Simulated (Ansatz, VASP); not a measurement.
One calculation of Zn3C, two programs

```
Zn C
1.0
     3.70358    0.00000    0.00000
     0.00000    3.70358    0.00000
     0.00000    0.00000    3.70358
Zn C
3 1
Cartesian
  0.0000 1.8518 1.8518
  1.8518 1.8518 0.0000
  1.8518 0.0000 1.8518
  0.0000 0.0000 0.0000
```

Change from the starting cell: species swapped into the HoAl3 type (Pm-3m, No. 221).

Alike in both runs: functional PBE; k mesh 12 × 12 × 12; occupations gaussian, width 0.1 eV; no spin polarisation.

Ansatz relaxed the structure, and its values are those at the end. VASP's run is a single point on that final structure, the one shown.

|  | VASP | Ansatz |
| --- | --- | --- |
| version | VASP 6.6.1 | Ansatz 0.2.0 |
| potentials or method | VASP PAW PBE potentials, release 64 (Zn, C) | scalar-relativistic, plane waves, PAW |
| plane-wave cutoff (eV) | 520 | 420 |
| valence electrons in the cell | 40 | 40 |

```csv
,VASP,Ansatz,Ansatz less VASP
gap on the k mesh at the Fermi level (eV),none,none,-
pressure (GPa),0.6,0.0,-0.55
```

A gap of «none» marks a metal or a gap that the smearing closes. The functional is the same, so the differences come from potentials, cutoffs and numerics.
